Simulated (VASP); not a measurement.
Al, 1 atom in the cell. Symmetry: Fm-3m, No. 225, cubic system. The conventional cell has a = 4.120 Å, b = 4.120 Å, c = 4.120 Å, α = 90.00°, β = 90.00°, γ = 90.00°. Around Al (site symmetry m-3m) lie 12 Al at 2.91 Å.  The cell isn't the ideal one: a relaxed cell with its volume scaled by 1.06.

| Item | Value |
| --- | --- |
| Program | VASP 6.6.1 |
| Task | single point |
| Functional | PBE |
| Potentials or basis | VASP PAW PBE potentials, release 64 (Al) |
| Cutoff | 250 eV |
| k mesh | 18 × 18 × 18 |
| Occupations | gaussian, width 0.1 eV |
| Spin | no spin polarisation |
| Further INCAR settings | ALGO = Normal; EDIFF = 1e-07; NBANDS = 8 |

Potentials or basis: VASP PAW PBE potentials, release 64 (Al).

The run is started by

```console
$ cat potpaw_PBE.64/Al/POTCAR > POTCAR
$ mpirun -np 1 vasp_std > vasp.out
```

Hardware: 1 thread of AMD EPYC 7R13 Processor (Zen 3), on a shared host.

Task: Estimate the wall time of this run.

Result: Wall time 7.6 s on 1 thread of AMD EPYC 7R13 Processor (Zen 3) (shared host), peak memory 0.08 GiB. Counts: scf iterations 11, k points 195.
